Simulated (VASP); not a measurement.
Given:

```
Gd
1.0
    1.80124    -3.11983     0.00000
    1.80124     3.11983     0.00000
    0.00000     0.00000     5.50113
Gd
2
Direct
  0.33333   0.66667   0.25000
  0.66667   0.33333   0.75000
```

The numbers are results of r2SCAN+rVV10, VASP's PBE PAW potentials (set 64) (plane waves; VASP 6.6.1), not measurements. Settings: 520 eV cut-off, 11×11×7 Γ-centred mesh, first-order Methfessel-Paxton smearing of 0.10 eV, potentials Gd_3.

The 4f electrons are frozen in the core of the lanthanide potential, so 4f levels, which can set the real gap, and their magnetism are missing.

### Question
The ions and cell shape at fixed volume are relaxed. Which structure does the run end with?

### Answer

```
Gd
1.0
    1.78499    -3.09169     0.00000
    1.78499     3.09169     0.00000
    0.00000     0.00000     5.60174
Gd
2
Direct
  0.33333   0.66667   0.25000
  0.66667   0.33333   0.75000
```
Space group P6_3/mmc (194), at a tolerance of 0.03 Å.

### Question
How much energy does the relaxation gain?

### Answer
The energy (σ→0) changes by -3.7 meV/atom, in 3 ionic steps.

The compound is Gd in the hcp structure. This cell is one point of a volume scan, at 0.94 of the reference volume. Symmetry was kept, so distortions that lower it aren't found.
